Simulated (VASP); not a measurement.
A run of VASP 6.6.1 is set up as follows.

Contents of INCAR:

```
SYSTEM = Ni12N
PREC = Accurate ; ENCUT = 400
EDIFF = 1E-6 ; ISMEAR = 1
SIGMA = 0.1 ; LREAL = Auto
LASPH = .TRUE. ; NELM = 150
ALGO = Normal ; ISIF = 2
LWAVE = .FALSE. ; LCHARG = .FALSE.
ISPIN = 2 ; MAGMOM = 0.7 0.7 0.7 0.7 0.7 0.7 0.7 0.7 0.7 0.7 0.7 0.7 0
LORBIT = 11 ; LMAXMIX = 4
GGA = PE ; IVDW = 12
IBRION = 2 ; NSW = 120
EDIFFG = -0.03 ; ISYM = 0
KPAR = 4
```

File KPOINTS:

```
Automatic mesh
0
G
  7 7 1
  0 0 0
```

The input POSCAR:

```
Ni12N
1.0
    4.9780317396      0.0000000000      0.0000000000
    2.4890158698      4.3111019473      0.0000000000
    0.0000000000      0.0000000000     20.5645458951
Ni N
12 1
Selective dynamics
Direct
    0.1666666667      0.1666666667      0.1215684515  F F F
    0.6666666667      0.1666666667      0.1215684515  F F F
    0.1666666667      0.6666666667      0.1215684515  F F F
    0.6666666667      0.6666666667      0.1215684515  F F F
    0.8333333333      0.3333333333      0.2203925616  F F F
    0.3333333333      0.3333333333      0.2203925616  F F F
    0.8333333333      0.8333333333      0.2203925616  F F F
    0.3333333333      0.8333333333      0.2203925616  F F F
    0.0000000000      0.0000000000      0.3192166717  T T T
    0.5000000000      0.0000000000      0.3192166717  T T T
    0.0000000000      0.5000000000      0.3192166717  T T T
    0.5000000000      0.5000000000      0.3192166717  T T T
    0.1666666667      0.1666666667      0.3670071471  T T T
```

Potentials or basis: VASP PAW PBE potentials, release 64 (Ni, N).

Launch:

```sh
$ cat potpaw_PBE.64/Ni/POTCAR potpaw_PBE.64/N/POTCAR > POTCAR
$ mpirun -np 4 vasp_std > vasp.out
```

**Question.** Estimate the energy gained by relaxing.

**Answer.** 3.7 meV/atom.

**Question.** What does it give for the dispersion energy per atom?

**Answer.** -0.295 eV.

**Question.** Estimate the band gap on the k mesh.

**Answer.** None (metal or under the smearing width).

**Question.** What does it give for the net moment?

**Answer.** 5.98 μB per cell.

The path:
```
step  energy change (eV)  largest force (eV/Å)  pressure (GPa)
   1              0.0000                0.5736           -1.95
   2             -0.0198                0.4859           -2.33
   3             -0.0246                0.3689           -2.22
   4             -0.0377                0.3140           -2.19
   5             -0.0456                0.3247           -2.13
   6             -0.0468                0.3318           -2.12
   7             -0.0470                0.3384           -2.12
   8             -0.0475                0.3409           -2.16
```

Caveat: the cutoff is under 1.25 times the usual one of these potentials, so pressure, stress and relaxed cells hold a basis-set (Pulay) error. With open d or f shells a metallic result of PBE can be an artefact of self-interaction; +U or a hybrid may open a gap.
